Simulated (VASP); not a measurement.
All values below come from PBE GGA, VASP's PBE PAW potentials (set 64) (plane waves; VASP).

The input files of a VASP run:

### INCAR
```
SYSTEM = SrCl2
PREC = Accurate
ENCUT = 400
EDIFF = 1E-6
NELM = 100
ALGO = Normal
LREAL = .FALSE.
LASPH = .TRUE.
ISMEAR = 0
SIGMA = 0.05
GGA = PE
LMAXMIX = 4
LWAVE = .FALSE.
LCHARG = .FALSE.
ISIF = 2
```

File POSCAR:
```
SrCl2
1
    0.0000000000     3.4336860000     3.4647990000
    3.4963120000     0.0000000000     3.4647990000
    3.4963120000     3.4336860000     0.0000000000
Sr Cl
1 2
Direct
  0.0000000000   0.0000000000   0.0000000000
  0.2500000000   0.2500000000   0.2500000000
  0.7386510000   0.7613490000   0.7613490000
```

### KPOINTS
```
kpoints
0
gamma
  10 10 10
```

POTCAR, in this order: Sr_sv Cl (PBE.64 set). Program: vasp_std.

What VASP printed:

**OSZICAR**
```
       N       E                     dE             d eps       ncg     rms          rms(c)
DAV:   1     0.132608686233E+03    0.13261E+03   -0.10192E+04  9024   0.110E+03
DAV:   2    -0.544796854924E+01   -0.13806E+03   -0.13495E+03 11928   0.229E+02
DAV:   3    -0.128159824772E+02   -0.73680E+01   -0.73623E+01 12968   0.581E+01
DAV:   4    -0.130239394856E+02   -0.20796E+00   -0.20792E+00 15416   0.790E+00
DAV:   5    -0.130261151230E+02   -0.21756E-02   -0.21756E-02 13264   0.705E-01    0.138E+01
DAV:   6    -0.127356859875E+02    0.29043E+00   -0.75561E-01 12072   0.505E+00    0.892E+00
DAV:   7    -0.127460610388E+02   -0.10375E-01   -0.45813E-01 14216   0.422E+00    0.199E+00
DAV:   8    -0.127492643707E+02   -0.32033E-02   -0.65924E-02 11216   0.150E+00    0.335E-01
DAV:   9    -0.127506552392E+02   -0.13909E-02   -0.23798E-03 12952   0.311E-01    0.124E-01
DAV:  10    -0.127519967727E+02   -0.13415E-02   -0.11594E-03 10264   0.222E-01    0.328E-02
DAV:  11    -0.127520750324E+02   -0.78260E-04   -0.99067E-05 14336   0.571E-02    0.389E-02
DAV:  12    -0.127520859442E+02   -0.10912E-04   -0.15132E-05 10952   0.222E-02    0.121E-02
DAV:  13    -0.127520891623E+02   -0.32182E-05   -0.68314E-06 12456   0.147E-02    0.391E-03
DAV:  14    -0.127520890951E+02    0.67219E-07   -0.25006E-07  8792   0.366E-03
   1 F= -.12752089E+02 E0= -.12752089E+02  d E =-.446382E-11
```

**OUTCAR**
```
------------------------ aborting loop because EDIFF is reached ----------------------------------------
  FORCE on cell =-STRESS in cart. coord.  units (eV):
  Direction    XX          YY          ZZ          XY          YZ          ZX
  --------------------------------------------------------------------------------------
  Total        0.7692582      1.2421118      0.9920416      0.0000000      0.2262027      0.0000000
  in kB       14.8150776     23.9217231     19.1056436      0.0000000      4.3564191      0.0000000
  external PRESSURE =      19.2808147 kB  Pullay stress =       0.0000000 kB
  volume of cell :       83.19
      direct lattice vectors                 reciprocal lattice vectors
     0.000000000  3.433686000  3.464799000    -0.143007832  0.145616111  0.144308515
     3.496312000  0.000000000  3.464799000     0.143007832 -0.145616111  0.144308515
     3.496312000  3.433686000  0.000000000     0.143007832  0.145616111 -0.144308515
 POSITION                                       TOTAL-FORCE (eV/Angst)
 -----------------------------------------------------------------------------------
      0.00000      0.00000      0.00000         0.120795      0.000000      0.000000
      1.74816      1.71684      1.73240         0.109405      0.000000      0.000000
      5.32383      5.15053      5.19720        -0.230200     -0.000000      0.000000
 -----------------------------------------------------------------------------------
    total drift:                                0.000003     -0.000001     -0.000001
  FREE ENERGIE OF THE ION-ELECTRON SYSTEM (eV)
  ---------------------------------------------------
  free  energy   TOTEN  =       -12.7520890951 eV

  energy  without entropy=      -12.7520890951  energy(sigma->0) =      -12.75208910
```
(Selected blocks of OUTCAR.)

The compound is SrCl2 in the fluorite structure. The cell was not relaxed at this level, atoms are displaced from their ideal sites. The run is one of a series of settings (KPOINTS 10×10×10 Γ-centred mesh against the base run), some of them coarse on purpose.
